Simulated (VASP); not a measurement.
Given:

```
CELL_PARAMETERS angstrom
      2.11610    -3.68260     0.00000
      2.11610     3.68260     0.00000
      0.00000     0.00000     6.76945
ATOMIC_POSITIONS crystal
  Mg 0.00000 0.00000 0.00000
  I  0.33333 0.66667 0.24200
  I  0.68242 0.34909 0.75800
```

Computed with PBE GGA, VASP's PBE PAW potentials (set 64) (plane waves; VASP). Settings: 400 eV cut-off, 5×5×2 Monkhorst-Pack mesh, Gaussian smearing of 0.050 eV, potentials Mg I.

Which forces act on the atoms, in eV/Å?

| atom | Fx | Fy | Fz |
|---|---|---|---|
| Mg1 | 0.074 | 0.008 | 0.010 |
| I2 | 0.027 | -0.002 | -0.011 |
| I3 | -0.101 | -0.006 | 0.001 |

Give the stress tensor in GPa (positive for a compressed cell).

```
 0.02  -0.01   0.26
-0.01  -0.12   0.02
 0.26   0.02   1.20
```
The pressure is its mean diagonal, 0.37 GPa.

The compound is MgI2 in the 1T layered structure. The cell was not relaxed at this level, atoms are displaced from their ideal sites. The k-mesh is coarse (spacing up to 0.46 per Å, 2π included), so the numbers may not be converged in it. The run is one of a series of settings (KPOINTS 5×5×2 Monkhorst-Pack mesh against the base run), some of them coarse on purpose.
